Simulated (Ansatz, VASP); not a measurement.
**Cross-check of SiBi between VASP and Ansatz**

One calculation is typed for both programs; each brings its own data sets and cutoff. How far apart do they land? The cell is invented: As first built, before any earlier steps moved the atoms (in the runner's words): it takes the SnP structure with all of its atoms replaced by other elements, volume scaled by an estimate. It may not be a known or stable phase. The cell is taken from a series of VASP runs on this material, whose earlier steps may have relaxed, scaled or displaced it; both programs get it as it stands.

Method: plane waves, with VASP 6.6.1 beside it; band structure at HSE03, in Ansatz 0.2.0.

### 1. Starting point

The structure is tetragonal, space group I4mm (No. 107). Conventional cell: a = 4.054 Å, b = 4.054 Å, c = 6.493 Å, α = 90.00°, β = 90.00°, γ = 90.00°. Nearest to Bi lie 5 Si at 2.75 to 2.91 Å. Nearest to Si lie 5 Bi at 2.75 to 2.91 Å. As first built, before any earlier steps moved the atoms (in the runner's words): sites of the SnP structure (space group 107) filled with other elements, volume scaled by an estimate. Farther neighbours are not listed.

As a file:

```cif
data_structure
_symmetry_space_group_name_H-M 'P 1'
_symmetry_Int_Tables_number 1
_cell_length_a 4.3307
_cell_length_b 4.3307
_cell_length_c 4.3307
_cell_angle_alpha 124.187
_cell_angle_beta 124.187
_cell_angle_gamma 82.889
_cell_volume 53.35
loop_
_atom_site_label
_atom_site_type_symbol
_atom_site_fract_x
_atom_site_fract_y
_atom_site_fract_z
_atom_site_occupancy
Bi1 Bi 0.57413 0.57413 0.00000 1
Si2 Si 0.99787 0.99787 0.00000 1
```

### 2. VASP: band structure, HSE03

A single point gives forces, pressure and levels at one fixed geometry, so differences don't come from the geometry; what else differs is listed under the comparison.

Lines of VASP's logs that name or quote its potential files are left out, and so is its time.

The run reads the wave functions of an earlier VASP run, which isn't shown here.

Contents of INCAR:

```
SYSTEM = SiBi
PREC = Accurate
ENCUT = 400
EDIFF = 1E-06
NELM = 100
ISMEAR = 0
SIGMA = 0.02
LREAL = .FALSE.
ALGO = Normal
LHFCALC = .TRUE.
AEXX = 0.25
GGA = PE
HFSCREEN = 0.3
LASPH = .TRUE.
PRECFOCK = Fast
LORBIT = 11
LWAVE = .FALSE.
LCHARG = .FALSE.
KPAR = 4
```

Contents of POSCAR:

```
SiBi
1.0
   -2.0268872060      2.0268872060      3.2462904277
    2.0268872060     -2.0268872060      3.2462904277
    2.0268872060      2.0268872060     -3.2462904277
Bi Si
1 1
Direct
    0.5741320490      0.5741320490      0.0000000000
    0.9978689510      0.9978689510      0.0000000000
```

Contents of KPOINTS:

```
Automatic mesh
0
Gamma
5 5 5
0 0 0
```

Contents of KPOINTS_OPT:

```
Line mode
10
Line-mode
Reciprocal
  0.00000000   0.00000000   0.00000000 GAMMA
  0.00000000   0.00000000   0.50000000 X

  0.00000000   0.00000000   0.50000000 X
 -0.19491911   0.19491911   0.50000000 Y

 -0.19491911   0.19491911   0.50000000 Y
 -0.34745956   0.34745956   0.34745956 S

 -0.34745956   0.34745956   0.34745956 S
  0.00000000   0.00000000   0.00000000 GAMMA

  0.00000000   0.00000000   0.00000000 GAMMA
  0.50000000   0.50000000  -0.50000000 Z

  0.50000000   0.50000000  -0.50000000 Z
  0.34745956   0.65254044  -0.34745956 S1

  0.34745956   0.65254044  -0.34745956 S1
  0.00000000   0.50000000   0.00000000 N

  0.00000000   0.50000000   0.00000000 N
  0.25000000   0.25000000   0.25000000 P

  0.25000000   0.25000000   0.25000000 P
  0.50000000   0.50000000  -0.19491911 Y1

  0.50000000   0.50000000  -0.19491911 Y1
  0.50000000   0.50000000  -0.50000000 Z

  0.00000000   0.00000000   0.50000000 X
  0.25000000   0.25000000   0.25000000 P
```

The projector-augmented-wave data sets are Bi_d and Si (PBE family, release 64).

Started as:

```
$ mpirun -np 4 vasp_std
```

Numbers of over 12 decimals in the logs are rounded to 6 here.

Log:

```text
[banner, memory and clock lines left out]
running    4 mpi-ranks, on    1 nodes
 distrk:  each k-point on    1 cores,    4 groups
 distr:  one band on    1 cores,    1 groups

 POSCAR found type information on POSCAR BiSi
 POSCAR found :  2 types and       2 ions
 LDA part: xc-table for (Slater+PW92), standard interpolation
 found WAVECAR, reading the header
 POSCAR, INCAR and KPOINTS ok, starting setup
 FFT: planning ... GRIDC
 FFT: planning ... GRID_SOFT
 FFT: planning ... GRID
 reading WAVECAR
 the WAVECAR file was read successfully
 initial charge from wavefunction
 entering main loop
       N       E                     dE             d eps       ncg     rms          rms(c)
DAV:   1    -0.957112239298E+01   -0.95711E+01   -0.41535E-01   599   0.723E+00    0.183E+00
DAV:   2    -0.957208316068E+01   -0.96077E-03   -0.13917E-02   577   0.811E-01    0.114E+00
DAV:   3    -0.957188637318E+01    0.19679E-03   -0.28735E-03   563   0.329E-01    0.643E-01
DAV:   4    -0.957199888319E+01   -0.11251E-03   -0.42827E-04   583   0.111E-01    0.354E-01
DAV:   5    -0.957201485577E+01   -0.15973E-04   -0.38465E-05   744   0.672E-02    0.199E-01
DAV:   6    -0.957202239583E+01   -0.75401E-05   -0.11441E-05   638   0.319E-02    0.114E-01
DAV:   7    -0.957202795346E+01   -0.55576E-05   -0.39385E-06   533   0.146E-02    0.641E-02
DAV:   8    -0.957203103125E+01   -0.30778E-05   -0.66912E-07   304   0.631E-03    0.369E-02
DAV:   9    -0.957203269291E+01   -0.16617E-05   -0.38216E-07   299   0.571E-03    0.204E-02
DAV:  10    -0.957203365465E+01   -0.96174E-06   -0.19633E-07   279   0.437E-03
   1 F= -.95720337E+01 E0= -.95717132E+01  d E =-.640852E-03
 Start KPOINTS_OPT (optional k-point list driver)
k-point batch [1-18\110]
       N       E                     dE             ncg
DAV:   1    -0.361157205954E+03   -0.78862E+04      468
DAV:   2    -0.300648062391E+04   -0.26453E+04      473
DAV:   3    -0.319218401309E+04   -0.18570E+03      608
DAV:   4    -0.319956834641E+04   -0.73843E+01      610
DAV:   5    -0.319976595742E+04   -0.19761E+00      700
DAV:   6    -0.319977149249E+04   -0.55351E-02      675
DAV:   7    -0.319977158121E+04   -0.88723E-04      675
DAV:   8    -0.319977158234E+04   -0.11320E-05      449
DAV:   9    -0.319977158246E+04   -0.11793E-06      459
[...]
k-point batch [109-110\110]
       N       E                     dE             ncg
DAV:   1     0.910952623596E+04   -0.14932E+04       52
DAV:   2     0.881894400669E+04   -0.29058E+03       52
DAV:   3     0.879943377291E+04   -0.19510E+02       52
DAV:   4     0.879881250841E+04   -0.62126E+00       62
DAV:   5     0.879878980395E+04   -0.22704E-01       60
DAV:   6     0.879878890937E+04   -0.89458E-03       70
DAV:   7     0.879878889768E+04   -0.11688E-04       65
DAV:   8     0.879878889758E+04   -0.10453E-06       41
```

From OUTCAR (step 2):

```text
ion  position               nearest neighbor table
   1  0.574  0.574  0.000-   2 2.75   2 2.91   2 2.91   2 2.91   2 2.91
   2  0.998  0.998  0.000-   1 2.75   1 2.91   1 2.91   1 2.91   1 2.91

  LATTYP: Found a body centered tetragonal cell.
 ALAT       =     4.0537744120
 C/A-ratio  =     1.6016137544

 Subroutine GETGRP returns: Found  8 space group operations
 (whereof  8 operations were pure point group operations)

The static configuration has the point symmetry C_4v.

 Found     18 irreducible k-points:

   k-points           NKPTS =     18   k-points in BZ     NKDIM =    125   number of bands    NBANDS=     13

   dimension x,y,z NGX =    28 NGY =   28 NGZ =   28
   dimension x,y,z NGXF=    56 NGYF=   56 NGZF=   56

   ENCUT  =  400.0 eV  29.40 Ry    5.42 a.u.   7.06  7.06  7.06*2*pi/ulx,y,z

   NELECT =      19.0000    total number of electrons

 k-points in reciprocal lattice and weights: Automatic mesh
   0.00000000  0.00000000  0.00000000       0.008
   0.20000000 -0.00000000  0.00000000       0.064
   0.40000000  0.00000000  0.00000000       0.064
   0.20000000  0.20000000  0.00000000       0.064
   0.40000000  0.20000000 -0.00000000       0.128
  -0.40000000  0.20000000  0.00000000       0.128
  -0.20000000  0.20000000  0.00000000       0.032
   0.40000000  0.40000000 -0.00000000       0.064
  -0.40000000  0.40000000  0.00000000       0.032
[...]
-0.40000000  0.40000000  0.40000000       0.032
  -0.40000000 -0.40000000  0.40000000       0.016

  exchange ACFDT corr.  =         0.00000000  see jH, gK, PRB 81, 115126

 average (electrostatic) potential at core
       1 -98.3800       2 -79.7617

 E-fermi :   6.4148

 k-point     1 :       0.0000    0.0000    0.0000
  band No.  band energies     occupation
    ...
      6      -7.6425      2.00000
      7       3.2272      2.00000
      8       5.4967      2.00000
      9       5.4967      2.00000
     10       6.0650      2.00000
     11       9.5878      0.00000
     12      10.9320      0.00000
     13      10.9320      0.00000

 k-point     2 :       0.2000   -0.0000    0.0000
  band No.  band energies     occupation
    ...
      5     -18.0964      2.00000
      6      -7.1629      2.00000
      7       0.8898      2.00000
      8       5.4366      2.00000
      9       5.7101      2.00000
     10       6.7566      0.00000
     11       8.7863      0.00000
     12      10.0963      0.00000
     13      10.8226      0.00000

 k-point     3 :       0.4000    0.0000    0.0000
  band No.  band energies     occupation
    ...
      5     -18.0888      2.00000
      6      -5.9469      2.00000
      7      -1.9381      2.00000
      8       4.8073      2.00000
      9       6.4078      1.37500
     10       7.0150      0.00000
     11       8.2314      0.00000
     12       8.4453      0.00000
     13       9.4675      0.00000

  energy-cutoff  :      400.00
  volume of cell :       53.35
      direct lattice vectors                 reciprocal lattice vectors
    -2.026887206  2.026887206  3.246290428     0.000000000  0.246683683  0.154021956
     2.026887206 -2.026887206  3.246290428     0.246683683  0.000000000  0.154021956
     2.026887206  2.026887206 -3.246290428     0.246683683  0.246683683  0.000000000

 POSITION                                       TOTAL-FORCE (eV/Angst)
 -----------------------------------------------------------------------------------
      0.00000      0.00000      3.72760        -0.000000     -0.000000      0.082498
      0.00000      0.00000      6.47874         0.000000      0.000000     -0.082498
 -----------------------------------------------------------------------------------
    total drift:                                0.000016      0.000011      0.000920

  FREE ENERGIE OF THE ION-ELECTRON SYSTEM (eV)
  ---------------------------------------------------
  free  energy   TOTEN  =        -9.5720336547 eV

  energy  without entropy=       -9.5713928022  energy(sigma->0) =       -9.57171323

 total charge
# of ion       s       p       d       tot
------------------------------------------
    1        1.529   1.419   9.935  12.883
    2        0.864   0.723   0.000   1.587
--------------------------------------------------
tot          2.393   2.142   9.935  14.470

[... 3 further parts left out ...]
```

Spin-orbit coupling is off here; with elements this heavy it splits and shifts levels by tenths of an eV or more.

[end of part 1 of 2]

[Lines on the potential files, build, host, timing and source positions are cut from VASP's logs without a mark.]

[Logs are printed without paths, hosts, clocks, repeated set-up lines and the standing remarks that a program may print on its own settings, such as how far it seeks lower states.]

[Hosts, paths, dates, database ids (printed as entryN), source tags and the programs' standing remarks are cut or masked in the printed files.]
